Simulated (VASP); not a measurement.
Consider the following.

```
MgO
1.0
    0.00000     2.10419     2.10419
    2.10419     0.00000     2.10419
    2.10419     2.10419     0.00000
Mg O
1 1
Cartesian
  2.10419   0.00000   2.10419
  2.10419   2.10419   2.10419
```

Method: PBEsol GGA, VASP's PBE PAW potentials (set 64) (plane waves; VASP). Numerical set-up: 520 eV cut-off, 12×12×12 Γ-centred mesh, tetrahedra with Blöchl corrections, potentials Mg O.

**Question.** What does the run give for the energy per atom (σ→0), band gap (on the k-mesh) with the smallest direct gap where there is one?

**Answer.** 
```
Property                                      Value
-----------------------------------  --------------
band gap (on the k-mesh)                    4.66 eV
smallest direct gap (on the k-mesh)         4.66 eV
energy per atom (σ→0)                -6.256 eV/atom
```

The structure comes from a measured MgO entry (Fm-3m) of the Crystallography Open Database, whose conditions weren't checked. It was relaxed first.
